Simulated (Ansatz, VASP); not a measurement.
# Cross-check of KLiF3 between VASP and Ansatz, part 3 of 3

Wanted: the spread between two codes on one cell, functional and k mesh. The cell is generated by rule, not measured, and may not be a known phase. Of the first pair: The two relaxations start from unlike cells of this crystal (the structure described is Ansatz's start), so only their ends are compared.

VASP 6.6.1 and Ansatz 0.2.0.

So far: VASP: relaxation of cell and atoms, LDA, pair 1; Ansatz: relaxation of cell and atoms, LDA, pair 1; Differences; VASP: relaxation of cell and atoms, LDA, pair 2; Ansatz: relaxation of cell and atoms, LDA, pair 2; Comparison.

**8. Ansatz: relaxation of cell and atoms, LDA, pair 3**

Level of this step: Ansatz beside VASP: Kohn-Sham DFT, plane waves, LDA (Ansatz).

The relaxed volume is the usual yardstick between codes: in a stiff, nearly cubic crystal its relative difference is about their pressure difference at one cell divided by the bulk modulus.

The cell is taken from a series of runs on this material, whose earlier steps may have relaxed, scaled, displaced or heated it; both programs get it as it stands.

input.yaml reads:

```yaml
crystal:
  lattice:
    - [2.6404273125, -2.7595924328, 0.0]
    - [2.6404273125, 2.7595924328, 0.0]
    - [0.0, 0.0, 3.8244290892]
  atoms:
    - { symbol: K, position: [0.0, 0.0, 0.5] }
    - { symbol: Li, position: [0.5, 0.5, 0.0] }
    - { symbol: F, position: [0.5, 0.0, 0.0] }
    - { symbol: F, position: [0.0, 0.5, 0.0] }
    - { symbol: F, position: [0.5, 0.5, 0.5] }
kpoints:
  mp_grid: { grid: [12, 12, 12] }
hamiltonian:
  xc: lda
scf:
  occupations: { method: methfessel_paxton, width: 0.2 }
output:
  forces: true
  stress: true
  eigenvalues: true
relax:
  adjacent_minimum: "off"
  f_tol: 0.001
  max_steps: 60
  cell: { stress_tol: 0.01 }
```

The run is started by

```bash
> ansatz run input.yaml --threads 8 --pin off --max-ram 14336MiB --backend cpu --events-out ev --progress --plain --runs-dir out
```

Numbers of over 12 decimals in the logs are rounded to 6 here.

What it wrote:

```text
[...]
Crystal: 5 atoms, lattice volume = 55.733 Å³
Basis set: ecut = 420 eV, 1081 PW (Γ)
Bands: 22, of which v1, the nominal top of the filled ones, is band 17 counted from 1 (16 counted from 0)
Symmetry: 8 space group operations
[...]
k-points: 301 of 1728
[...]
--- Relaxed structure (6 steps of the walk, 6 accepted, 3 SCFs on fresh bases) ---
[...]
cell:  # Å, volume = 55.6914 Å³
    - [2.635210, -2.764004, 0.0]
    - [2.635210, 2.764004, 0.0]
    - [0.0, 0.0, 3.823000]
  atoms:
    - { symbol: K, position: [0, 0, 0.500000] }
    - { symbol: Li, position: [0.5, 0.5, 0.0] }
    - { symbol: F, position: [0.5, 0.0, 0.0] }
    - { symbol: F, position: [0.0, 0.5, 0.0] }
    - { symbol: F, position: [0.5, 0.5, 0.500000] }
[key lines of the parts left out:]
SCF converged after 5 iterations
Free energy (F): -4082.032728 eV
Fermi energy:    1.292656 eV
P = ⅓ Tr σ = 0.0003 GPa (0.003 kbar)
```

**9. VASP: relaxation of cell and atoms, LDA, pair 3**

The same cell, functional (in two slightly different forms), mesh and smearing now go to VASP, with its own data sets.

INCAR reads:

```
SYSTEM = KLiF3
PREC = Accurate
ENCUT = 750
EDIFF = 1E-07
NELM = 120
ISMEAR = 1
SIGMA = 0.2
LREAL = .FALSE.
ALGO = Normal
GGA = CA
NBANDS = 22
LORBIT = 11
LWAVE = .FALSE.
LCHARG = .FALSE.
ISIF = 3
IBRION = 2
NSW = 80
EDIFFG = -0.005
LASPH = .TRUE.
GGA_COMPAT = .FALSE.
NELMIN = 4
KPAR = 2
```

POSCAR reads:

```
KLiF3
1.0
    2.6404270000     -2.7595920000      0.0000000000
    2.6404270000      2.7595920000      0.0000000000
    0.0000000000      0.0000000000      3.8244290000
K Li F
1 1 3
Direct
    0.0000000000      0.0000000000      0.5000001307
    0.5000000000      0.5000000000      0.0000000000
    0.5000000947      0.0000000947      0.0000000000
    0.0000000947      0.5000000947      0.0000000000
    0.5000000000      0.5000000000      0.5000001307
```

KPOINTS reads:

```
Automatic mesh
0
Gamma
12 12 12
0 0 0
```

Potentials, in the order of the species: K_sv, Li_sv and F (LDA family, release 64).

The run is started by

```bash
> mpirun -np 2 vasp_std
```

What it wrote:

```text
[... set-up lines as in an earlier step ...]
 entering main loop
       N       E                     dE             d eps       ncg     rms          rms(c)
DAV:   1     0.333398611505E+03    0.33340E+03   -0.21625E+04 13244   0.199E+03
DAV:   2    -0.125745661163E+01   -0.33466E+03   -0.32107E+03 15420   0.479E+02
DAV:   3    -0.200299318940E+02   -0.18772E+02   -0.18322E+02 17306   0.107E+02
DAV:   4    -0.225806160607E+02   -0.25507E+01   -0.25467E+01 24966   0.221E+01
[...]
DAV:  15    -0.215520508640E+02    0.16680E-06   -0.19037E-06 18160   0.119E-02    0.527E-03
DAV:  16    -0.215520507276E+02    0.13644E-06   -0.49067E-07 13740   0.645E-03    0.190E-03
DAV:  17    -0.215520507101E+02    0.17431E-07   -0.59233E-08 10924   0.224E-03
   1 F= -.21552051E+02 E0= -.21543690E+02  d E =-.215521E+02
[...]
N       E                     dE             d eps       ncg     rms          rms(c)
DAV:   1    -0.215527058712E+02   -0.65514E-03   -0.12550E-02 14546   0.101E+00    0.191E-01
[...]
DAV:   6    -0.215521001571E+02   -0.22045E-06   -0.27382E-06 21546   0.115E-02    0.463E-03
DAV:   7    -0.215521001245E+02    0.32581E-07   -0.25513E-07 16830   0.418E-03
   2 F= -.21552100E+02 E0= -.21543748E+02  d E =-.494144E-04
 trial-energy change:   -0.000049  1 .order   -0.000050   -0.000071   -0.000030
 step:   2.0567(harm=  1.7380)  dis= 0.00000  next Energy=   -21.552115 (dE=-0.641E-04)
[...]
N       E                     dE             d eps       ncg     rms          rms(c)
DAV:   1    -0.215527831735E+02   -0.68302E-03   -0.14019E-02 13790   0.106E+00    0.202E-01
DAV:   2    -0.215521529137E+02    0.63026E-03   -0.24704E-03 14312   0.388E-01    0.483E-02
DAV:   3    -0.215521635073E+02   -0.10594E-04   -0.19205E-04 18298   0.131E-01    0.100E-01
DAV:   4    -0.215521116589E+02    0.51848E-04   -0.10005E-04 18710   0.898E-02    0.270E-02
DAV:   5    -0.215521063702E+02    0.52886E-05   -0.15930E-05 22648   0.321E-02    0.176E-02
DAV:   6    -0.215521066321E+02   -0.26183E-06   -0.29709E-06 21482   0.121E-02    0.476E-03
DAV:   7    -0.215521065967E+02    0.35323E-07   -0.28849E-07 17250   0.442E-03
   3 F= -.21552107E+02 E0= -.21543763E+02  d E =-.558866E-04
[...]
reached required accuracy - stopping structural energy minimisation
```

OUTCAR, selected parts (step 9):

```text
  Total        0.0184832      0.0080318      0.0062421      0.0000000      0.0000000      0.0000000
  in kB        0.5328938      0.2315675      0.1799672      0.0000000      0.0000000      0.0000000
  external PRESSURE =       0.3148095 kB  Pullay stress =       0.0000000 kB

 POSITION                                       TOTAL-FORCE (eV/Angst)
 -----------------------------------------------------------------------------------
      0.00000      0.00000      1.91009        -0.000000      0.000000      0.000000
      2.63829      0.00000      0.00000         0.000000      0.000000      0.000000
      1.31915     -1.37842      0.00000        -0.000000      0.000000      0.000000
      1.31915      1.37842      0.00000        -0.000000      0.000000      0.000000
      2.63829      0.00000      1.91009        -0.000000      0.000000      0.000000
 -----------------------------------------------------------------------------------
    total drift:                               -0.001775     -0.000000     -0.001118

  FREE ENERGIE OF THE ION-ELECTRON SYSTEM (eV)
  ---------------------------------------------------
  free  energy   TOTEN  =       -21.5521065967 eV

  energy  without entropy=      -21.5270758925  energy(sigma->0) =      -21.54376303

[... 1 part as in an earlier step ...]

[... 3 further parts left out ...]
[key lines of the parts left out:]
E-fermi :  -2.6065
```

**10. Comparison**

The two programs side by side:

```csv
quantity,Ansatz,VASP,difference
volume (Å³),55.69,55.57,+0.22 %
"edge a after relaxation, in the typed setting (Å)",3.819,3.816,+0.08 %
"edge c after relaxation, in the typed setting (Å)",3.823,3.820,+0.07 %
```

**11. Results**

```yaml
difference_in_volume_relaxation_of_cell_and_atoms_lda_pair_1: 0.14 %
difference_in_edge_c_after_relaxation_in_the_typed_setting_relaxation_of_cell_and_atoms_lda_pair_2: 0.19 %
difference_in_volume_relaxation_of_cell_and_atoms_lda_pair_3: 0.22 %
```

The difference in volume is 0.22 % (relaxation of cell and atoms, LDA, pair 3), within the 1.2 % picked in this series as the mark of a large difference, as far as the stopping tolerances let one tell. How closely two codes agree says nothing of how well the functional describes the real material.

[Lines on the potential files, build, host, timing and source positions are cut from VASP's logs without a mark.]

[Logs are printed without paths, hosts, clocks, repeated set-up lines and the standing remarks that a program may print on its own settings, such as how far it seeks lower states.]

[Hosts, paths, dates, database ids (printed as entryN), source tags and the programs' standing remarks are cut or masked in the printed files.]
